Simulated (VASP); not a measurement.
Level of theory: PBEsol GGA, VASP's PBE PAW potentials (set 64) (plane waves; VASP 6.6.1).

Input for VASP

POSCAR:
```
Mg2ZnP2
1
    4.0017742484     0.0000000000    -0.0000000000
   -2.0008871243     3.4656385631     0.0000000000
   -0.0000000000    -0.0000000000     6.4927558433
Mg Zn P
2 1 2
Direct
  0.6666670000   0.3333330000   0.6333807589
  0.3333330000   0.6666670000   0.9941838668
  0.0000000000   0.0000000000   0.3619381879
  0.0000000000   0.0000000000   0.7700459567
  0.6666670000   0.3333330000   0.2404512296
```

### KPOINTS
```
kpoints
0
Gamma
15 15 8
```

INCAR:
```
SYSTEM = Mg2ZnP2
PREC = Accurate
ENCUT = 400
EDIFF = 1E-7
NELM = 100
ALGO = Normal
LREAL = .FALSE.
LASPH = .TRUE.
ISMEAR = 0
SIGMA = 0.01
GGA = PS
LMAXMIX = 4
LWAVE = .FALSE.
LCHARG = .FALSE.
LOPTICS = .TRUE.
NBANDS = 51
NEDOS = 1001
CSHIFT = 0.1
```

POTCAR, in this order: Mg Zn P (PBE.64 set). Program: vasp_std.

What VASP printed:

### OSZICAR
```
       N       E                     dE             d eps       ncg     rms          rms(c)
DAV:   1     0.122173408348E+03    0.12217E+03   -0.73690E+03 19641   0.405E+02
DAV:   2    -0.531449930916E+01   -0.12749E+03   -0.11144E+03 20355   0.121E+02
DAV:   3    -0.200634130838E+02   -0.14749E+02   -0.14213E+02 23400   0.392E+01
DAV:   4    -0.203745103179E+02   -0.31110E+00   -0.31040E+00 23293   0.575E+00
DAV:   5    -0.203765909070E+02   -0.20806E-02   -0.20804E-02 23192   0.470E-01    0.660E+00
DAV:   6    -0.192813718163E+02    0.10952E+01   -0.97053E-01 27078   0.186E+01    0.496E+00
DAV:   7    -0.191679254635E+02    0.11345E+00   -0.36527E-01 25398   0.315E+00    0.239E+00
DAV:   8    -0.191529841520E+02    0.14941E-01   -0.31750E-02 27449   0.120E+00    0.831E-01
DAV:   9    -0.191504779843E+02    0.25062E-02   -0.42901E-03 22420   0.209E-01    0.109E-01
DAV:  10    -0.191504811327E+02   -0.31484E-05   -0.44024E-04 24516   0.823E-02    0.835E-02
DAV:  11    -0.191504900672E+02   -0.89345E-05   -0.21604E-05 23079   0.263E-02    0.219E-02
DAV:  12    -0.191504902119E+02   -0.14474E-06   -0.71355E-06 22137   0.779E-03    0.109E-02
DAV:  13    -0.191504902653E+02   -0.53421E-07   -0.41145E-07 23922   0.211E-03
   1 F= -.19150490E+02 E0= -.19150490E+02  d E =-.620833E-13
 imaginary and real dielectric function
```

### OUTCAR
```
------------------------ aborting loop because EDIFF is reached ----------------------------------------
  FORCE on cell =-STRESS in cart. coord.  units (eV):
  Direction    XX          YY          ZZ          XY          YZ          ZX
  --------------------------------------------------------------------------------------
  Total       -0.0527530     -0.0527530      0.0263467      0.0000000      0.0000000     -0.0000000
  in kB       -0.9386267     -0.9386269      0.4687837      0.0000000      0.0000000     -0.0000000
  external PRESSURE =      -0.4694900 kB  Pullay stress =       0.0000000 kB
  volume of cell :       90.05
      direct lattice vectors                 reciprocal lattice vectors
     4.001774248  0.000000000  0.000000000     0.249889159  0.144273556  0.000000000
    -2.000887124  3.465638563  0.000000000     0.000000000  0.288547112  0.000000000
     0.000000000  0.000000000  6.492755843     0.000000000  0.000000000  0.154017804
 POSITION                                       TOTAL-FORCE (eV/Angst)
 -----------------------------------------------------------------------------------
      2.00089      1.15521      4.11239         0.000000     -0.000000      0.001489
     -0.00000      2.31043      6.45499         0.000000      0.000000      0.008588
      0.00000      0.00000      2.34998        -0.000000     -0.000000      0.012551
      0.00000      0.00000      4.99972         0.000000      0.000000     -0.016783
      2.00089      1.15521      1.56119        -0.000000     -0.000000     -0.005844
 -----------------------------------------------------------------------------------
    total drift:                               -0.000298      0.000161     -0.000659
  FREE ENERGIE OF THE ION-ELECTRON SYSTEM (eV)
  ---------------------------------------------------
  free  energy   TOTEN  =       -19.1504902653 eV

  energy  without entropy=      -19.1504902653  energy(sigma->0) =      -19.15049027

 plasma frequency squared (from intraband transitions) (eV^2)
  --------------------------------------------------------------------------------------
       0.000      -0.000       0.000
      -0.000       0.000       0.000
       0.000       0.000       0.000

 plasma frequency squared (from interband transitions, int dw w eps(2)(w)) (eV^2)
  --------------------------------------------------------------------------------------
     246.186       0.000      -0.000      -0.000       0.000       0.000
      -0.000       0.000     246.186       0.000       0.000      -0.000
       0.000      -0.000       0.000       0.000     245.408       0.000
```
(Selected blocks of OUTCAR.)

The structure comes from a computed database's Mg2ZnP2 entry (P3m1); how it stands against other phases isn't given here. It was relaxed first.
